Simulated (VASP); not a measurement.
Here is the system:

```yaml
crystal:
  lattice:
    - [0.00000, 3.00029, 3.00029]
    - [3.00029, 0.00000, 3.00029]
    - [3.00029, 3.00029, 0.00000]
  atoms:
    - { symbol: Al, position: [0.25000, 0.25000, 0.25000] }
    - { symbol: Al, position: [0.75000, 0.75000, 0.75000] }
    - { symbol: Pt, position: [0.00000, 0.00000, 0.00000] }
```

Calculation: PBE GGA with D4 dispersion, VASP's PBE PAW potentials (set 64) (plane waves; VASP 6.6.1). Run with 520 eV cut-off, 9×9×9 Γ-centred mesh, first-order Methfessel-Paxton smearing of 0.10 eV, potentials Al Pt.

### Question
Give the stress tensor in GPa (positive for a compressed cell).

### Answer

```
-7.23   0.00   0.00
 0.00  -7.23   0.00
 0.00   0.00  -7.23
```
The pressure is its mean diagonal, -7.23 GPa.

The compound is PtAl2 in the fluorite structure. This cell is one point of a volume scan, at 1.06 of the reference volume.
